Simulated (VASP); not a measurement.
# Quasiparticle energies of SiC (Moissanite 3C) in VASP, part 4 of 8

Wanted: how far GW moves the Kohn-Sham levels of SiC (Moissanite 3C). The cell is of the zinc-blende type, one of the forms listed for this formula. The start is a cell from a database of measured crystal structures.

VASP 6.6.1, plane waves and PAW; the level of theory is named at each step.

So far, quasiparticle gap on the mesh (eV): step 3 (evGW0) 2.38.

## 4. evGW

This step: evGW on PBE; plane waves and PAW (Si_GW, C_GW) (VASP 6.6.1).

The levels are updated in both G and W; wider gaps weaken the screening and open the gap further.

INCAR reads:

```
SYSTEM = SiC
PREC = Accurate
ENCUT = 440
ISMEAR = 0
SIGMA = 0.01
LREAL = .FALSE.
GGA = PE
NBANDS = 136
ALGO = EVGW
NELMGW = 4
ENCUTGW = 200
NOMEGA = 64
PRECFOCK = Fast
NBANDSGW = 16
LWAVE = .FALSE.
LCHARG = .FALSE.
```

POSCAR reads:

```
SiC
1.0
    0.0000000000      2.1790000000      2.1790000000
    2.1790000000      0.0000000000      2.1790000000
    2.1790000000      2.1790000000      0.0000000000
Si C
1 1
Direct
    0.0000000000      0.0000000000      0.0000000000
    0.7500000000      0.7500000000      0.7500000000
```

KPOINTS reads:

```
Automatic mesh
0
Gamma
6 6 6
0 0 0
```

PAW data sets: Si_GW and C_GW (PBE family, release 64).

Run with:

```
mpirun -np 8 vasp_std
```

The program printed:

```text
[banner, memory and clock lines left out]
running    8 mpi-ranks, on    1 nodes
 distrk:  each k-point on    8 cores,    1 groups
 distr:  one band on    1 cores,    8 groups

 POSCAR found type information on POSCAR SiC
 POSCAR found :  2 types and       2 ions
 [... a notice as in an earlier step ...]

 [... a notice as in an earlier step ...]

 LDA part: xc-table for (Slater+PW92), standard interpolation
 found WAVECAR, reading the header
 POSCAR, INCAR and KPOINTS ok, starting setup
 FFT: planning ... GRIDC
 FFT: planning ... GRID_SOFT
 FFT: planning ... GRID
 reading WAVECAR
 the WAVECAR file was read successfully
 initial charge from wavefunction
 available memory per node:     14.78 GB, setting MAXMEM to     15139

 The Fermi energy was updated, please check that it is located mid-gap
 values below the HOMO (VB) or above the LUMO (CB) will cause erroneous energies
 E-fermi :   8.4549

 calculate exact exchange contribution
 the WAVEDER file was read successfully
energies w=
    0.000    0.000    0.559    0.000    1.116    0.000    1.672    0.000
    2.223    0.000    2.770    0.000    3.311    0.000    3.845    0.000
    4.374    0.000    4.895    0.000    5.408    0.000    5.915    0.000
    6.414    0.000    6.907    0.000    7.394    0.000    7.875    0.000
    8.351    0.000    8.823    0.000    9.291    0.000    9.757    0.000
   10.221    0.000   10.684    0.000   11.148    0.000   11.613    0.000
   12.081    0.000   12.552    0.000   13.029    0.000   13.512    0.000
   14.003    0.000   14.504    0.000   15.016    0.000   15.542    0.000
   16.083    0.000   16.642    0.000   17.221    0.000   17.823    0.000
   18.453    0.000   19.112    0.000   19.806    0.000   20.540    0.000
   21.318    0.000   22.150    0.000   23.040    0.000   23.999    0.000
   25.038    0.000   26.171    0.000   27.411    0.000   28.782    0.000
   30.305    0.000   32.011    0.000   33.938    0.000   36.137    0.000
   38.672    0.000   41.631    0.000   45.129    0.000   49.332    0.000
   54.478    0.000   60.923    0.000   69.225    0.000   80.308    0.000
   95.833    0.000  119.094    0.000  157.710    0.000  234.145    0.000
 responsefunction array rank=     144
 LDA part: xc-table for (Slater+PW92), standard interpolation

 min. memory requirement per mpi rank    141.0 MB, per node   1127.9 MB

 allocating   8 responsefunctions rank=   144
 shmem allocating  64 responsefunctions rank=   144
 response function shared by NCSHMEM nodes    1
 Doing            8  frequencies on each core in blocks of           64
NQ=   1    0.0000    0.0000    0.0000,
|.........|.........|.........|.........|.........|.........|.........|.........
 performed        297000 updates of chi_q(r,r)
 total number of BLAS operations         44.70 Gflops
NQ=   2    0.1667    0.0000    0.0000,
|.........|.........|.........|.........|.........|.........|.........|.........
 performed        890000 updates of chi_q(r,r)
 total number of BLAS operations        127.46 Gflops
NQ=   3    0.3333    0.0000    0.0000,
|.........|.........|.........|.........|.........|.........|.........|.........
 performed       1483000 updates of chi_q(r,r)
 total number of BLAS operations        217.90 Gflops
NQ=   4    0.5000    0.0000    0.0000,
|.........|.........|.........|.........|.........|.........|.........|.........
 performed       1972000 updates of chi_q(r,r)
 total number of BLAS operations        292.44 Gflops
NQ=   5    0.1667    0.1667    0.0000,
|.........|.........|.........|.........|.........|.........|.........|.........
 performed       2565000 updates of chi_q(r,r)
 total number of BLAS operations        376.45 Gflops
NQ=   6    0.3333    0.1667    0.0000,
|.........|.........|.........|.........|.........|.........|.........|.........
 performed       3532000 updates of chi_q(r,r)
 total number of BLAS operations        523.91 Gflops
NQ=   7    0.5000    0.1667    0.0000,
|.........|.........|.........|.........|.........|.........|.........|.........
 performed       4499000 updates of chi_q(r,r)
 total number of BLAS operations        662.96 Gflops
NQ=   8   -0.3333    0.1667    0.0000,
|.........|.........|.........|.........|.........|.........|.........|.........
 performed       5466000 updates of chi_q(r,r)
 total number of BLAS operations        802.00 Gflops
NQ=   9   -0.1667    0.1667    0.0000,
|.........|.........|.........|.........|.........|.........|.........|.........
 performed       6294000 updates of chi_q(r,r)
 total number of BLAS operations        926.42 Gflops
NQ=  10    0.3333    0.3333    0.0000,
|.........|.........|.........|.........|.........|.........|.........|.........
 performed       6887000 updates of chi_q(r,r)
 total number of BLAS operations       1005.46 Gflops
NQ=  11    0.5000    0.3333    0.0000,
|.........|.........|.........|.........|.........|.........|.........|.........
 performed       7854000 updates of chi_q(r,r)
 total number of BLAS operations       1134.32 Gflops
NQ=  12   -0.3333    0.3333    0.0000,
|.........|.........|.........|.........|.........|.........|.........|.........
 performed       8682000 updates of chi_q(r,r)
 total number of BLAS operations       1256.93 Gflops
NQ=  13    0.5000    0.5000    0.0000,
|.........|.........|.........|.........|.........|.........|.........|.........
 performed       9110000 updates of chi_q(r,r)
 total number of BLAS operations       1311.33 Gflops
NQ=  14    0.5000    0.3333    0.1667,
|.........|.........|.........|.........|.........|.........|.........|.........
 performed      10208000 updates of chi_q(r,r)
 total number of BLAS operations       1459.85 Gflops
NQ=  15   -0.3333    0.3333    0.1667,
|.........|.........|.........|.........|.........|.........|.........|.........
 performed      11236000 updates of chi_q(r,r)
 total number of BLAS operations       1603.26 Gflops
NQ=  16   -0.3333    0.5000    0.1667,
|.........|.........|.........|.........|.........|.........|.........|.........
 performed      12069000 updates of chi_q(r,r)
 total number of BLAS operations       1715.89 Gflops
 resolving degeneracies of screened two electron integrals

 calculate QP shifts <psi_nk| G(iteration)W_0 |psi_nk>: iteration 1
 allocating   8 responsefunctions rank=   144
 shmem allocating  64 responsefunctions rank=   144
 response function shared by NCSHMEM nodes    1
 Doing            8  frequencies on each core in blocks of           64
NQ=   1    0.0000    0.0000    0.0000,
|.........|.........|.........|.........|.........|.........|.........|.........
 performed        297000 updates of chi_q(r,r)
 total number of BLAS operations         44.70 Gflops
NQ=   2    0.1667    0.0000    0.0000,
[...]
total number of BLAS operations       1603.26 Gflops
NQ=  16   -0.3333    0.5000    0.1667,
|.........|.........|.........|.........|.........|.........|.........|.........
 performed      12069000 updates of chi_q(r,r)
 total number of BLAS operations       1715.89 Gflops
 resolving degeneracies of screened two electron integrals

 calculate QP shifts <psi_nk| G(iteration)W_0 |psi_nk>: iteration 2
 allocating   8 responsefunctions rank=   144
 shmem allocating  64 responsefunctions rank=   144
 response function shared by NCSHMEM nodes    1
 Doing            8  frequencies on each core in blocks of           64
NQ=   1    0.0000    0.0000    0.0000,
|.........|.........|.........|.........|.........|.........|.........|.........
 performed        297000 updates of chi_q(r,r)
 total number of BLAS operations         44.70 Gflops
NQ=   2    0.1667    0.0000    0.0000,
|.........|.........|.........|.........|.........|.........|.........|.........
 performed        890000 updates of chi_q(r,r)
 total number of BLAS operations        127.46 Gflops
NQ=   3    0.3333    0.0000    0.0000,
|.........|.........|.........|.........|.........|.........|.........|.........
 performed       1483000 updates of chi_q(r,r)
 total number of BLAS operations        217.90 Gflops
NQ=   4    0.5000    0.0000    0.0000,
|.........|.........|.........|.........|.........|.........|.........|.........
 performed       1972000 updates of chi_q(r,r)
 total number of BLAS operations        292.44 Gflops
NQ=   5    0.1667    0.1667    0.0000,
|.........|.........|.........|.........|.........|.........|.........|.........
 performed       2565000 updates of chi_q(r,r)
 total number of BLAS operations        376.45 Gflops
NQ=   6    0.3333    0.1667    0.0000,
|.........|.........|.........|.........|.........|.........|.........|.........
 performed       3532000 updates of chi_q(r,r)
 total number of BLAS operations        523.91 Gflops
NQ=   7    0.5000    0.1667    0.0000,
|.........|.........|.........|.........|.........|.........|.........|.........
 performed       4499000 updates of chi_q(r,r)
 total number of BLAS operations        662.96 Gflops
NQ=   8   -0.3333    0.1667    0.0000,
|.........|.........|.........|.........|.........|.........|.........|.........
 performed       5466000 updates of chi_q(r,r)
 total number of BLAS operations        802.00 Gflops
NQ=   9   -0.1667    0.1667    0.0000,
|.........|.........|.........|.........|.........|.........|.........|.........
 performed       6294000 updates of chi_q(r,r)
 total number of BLAS operations        926.42 Gflops
NQ=  10    0.3333    0.3333    0.0000,
|.........|.........|.........|.........|.........|.........|.........|.........
 performed       6887000 updates of chi_q(r,r)
 total number of BLAS operations       1005.46 Gflops
NQ=  11    0.5000    0.3333    0.0000,
|.........|.........|.........|.........|.........|.........|.........|.........
 performed       7854000 updates of chi_q(r,r)
 total number of BLAS operations       1134.32 Gflops
NQ=  12   -0.3333    0.3333    0.0000,
|.........|.........|.........|.........|.........|.........|.........|.........
 performed       8682000 updates of chi_q(r,r)
 total number of BLAS operations       1256.93 Gflops
NQ=  13    0.5000    0.5000    0.0000,
|.........|.........|.........|.........|.........|.........|.........|.........
 performed       9110000 updates of chi_q(r,r)
 total number of BLAS operations       1311.33 Gflops
NQ=  14    0.5000    0.3333    0.1667,
|.........|.........|.........|.........|.........|.........|.........|.........
 performed      10208000 updates of chi_q(r,r)
 total number of BLAS operations       1459.85 Gflops
NQ=  15   -0.3333    0.3333    0.1667,
|.........|.........|.........|.........|.........|.........|.........|.........
 performed      11236000 updates of chi_q(r,r)
 total number of BLAS operations       1603.26 Gflops
NQ=  16   -0.3333    0.5000    0.1667,
|.........|.........|.........|.........|.........|.........|.........|.........
 performed      12069000 updates of chi_q(r,r)
 total number of BLAS operations       1715.89 Gflops
 resolving degeneracies of screened two electron integrals

 calculate QP shifts <psi_nk| G(iteration)W_0 |psi_nk>: iteration 3
 allocating   8 responsefunctions rank=   144
 shmem allocating  64 responsefunctions rank=   144
 response function shared by NCSHMEM nodes    1
 Doing            8  frequencies on each core in blocks of           64
NQ=   1    0.0000    0.0000    0.0000,
|.........|.........|.........|.........|.........|.........|.........|.........
 performed        297000 updates of chi_q(r,r)
 total number of BLAS operations         44.70 Gflops
NQ=   2    0.1667    0.0000    0.0000,
|.........|.........|.........|.........|.........|.........|.........|.........
 performed        890000 updates of chi_q(r,r)
 total number of BLAS operations        127.46 Gflops
NQ=   3    0.3333    0.0000    0.0000,
|.........|.........|.........|.........|.........|.........|.........|.........
 performed       1483000 updates of chi_q(r,r)
 total number of BLAS operations        217.90 Gflops
NQ=   4    0.5000    0.0000    0.0000,
|.........|.........|.........|.........|.........|.........|.........|.........
 performed       1972000 updates of chi_q(r,r)
 total number of BLAS operations        292.44 Gflops
NQ=   5    0.1667    0.1667    0.0000,
|.........|.........|.........|.........|.........|.........|.........|.........
 performed       2565000 updates of chi_q(r,r)
 total number of BLAS operations        376.45 Gflops
NQ=   6    0.3333    0.1667    0.0000,
|.........|.........|.........|.........|.........|.........|.........|.........
 performed       3532000 updates of chi_q(r,r)
 total number of BLAS operations        523.91 Gflops
NQ=   7    0.5000    0.1667    0.0000,
|.........|.........|.........|.........|.........|.........|.........|.........
 performed       4499000 updates of chi_q(r,r)
 total number of BLAS operations        662.96 Gflops
NQ=   8   -0.3333    0.1667    0.0000,
|.........|.........|.........|.........|.........|.........|.........|.........
 performed       5466000 updates of chi_q(r,r)
 total number of BLAS operations        802.00 Gflops
NQ=   9   -0.1667    0.1667    0.0000,
|.........|.........|.........|.........|.........|.........|.........|.........
 performed       6294000 updates of chi_q(r,r)
 total number of BLAS operations        926.42 Gflops
NQ=  10    0.3333    0.3333    0.0000,
|.........|.........|.........|.........|.........|.........|.........|.........
 performed       6887000 updates of chi_q(r,r)
 total number of BLAS operations       1005.46 Gflops
NQ=  11    0.5000    0.3333    0.0000,
|.........|.........|.........|.........|.........|.........|.........|.........
 performed       7854000 updates of chi_q(r,r)
 total number of BLAS operations       1134.32 Gflops
NQ=  12   -0.3333    0.3333    0.0000,
|.........|.........|.........|.........|.........|.........|.........|.........
 performed       8682000 updates of chi_q(r,r)
 total number of BLAS operations       1256.93 Gflops
NQ=  13    0.5000    0.5000    0.0000,
|.........|.........|.........|.........|.........|.........|.........|.........
 performed       9110000 updates of chi_q(r,r)
 total number of BLAS operations       1311.33 Gflops
NQ=  14    0.5000    0.3333    0.1667,
|.........|.........|.........|.........|.........|.........|.........|.........
 performed      10208000 updates of chi_q(r,r)
 total number of BLAS operations       1459.85 Gflops
NQ=  15   -0.3333    0.3333    0.1667,
|.........|.........|.........|.........|.........|.........|.........|.........
 performed      11236000 updates of chi_q(r,r)
 total number of BLAS operations       1603.26 Gflops
NQ=  16   -0.3333    0.5000    0.1667,
|.........|.........|.........|.........|.........|.........|.........|.........
 performed      12069000 updates of chi_q(r,r)
 total number of BLAS operations       1715.89 Gflops
 resolving degeneracies of screened two electron integrals

 calculate QP shifts <psi_nk| G(iteration)W_0 |psi_nk>: iteration 4
 entering main loop
```

The job ended after 4.2 min (8 MPI ranks of AMD EPYC 9R14 (Zen 4), shared host; peak memory 1.4 GiB).

(Continued in part 5 of 8.)

[Lines on the potential files, build, host, timing and source positions are cut from VASP's logs without a mark.]

[Logs are printed without paths, hosts, clocks, repeated set-up lines and the standing remarks that a program may print on its own settings, such as how far it seeks lower states.]

[Hosts, paths, dates, database ids (printed as entryN), source tags and the programs' standing remarks are cut or masked in the printed files.]

[Pressures printed for these runs are not shown converged in the cutoff: they can be off by several GPa and have the wrong sign.]
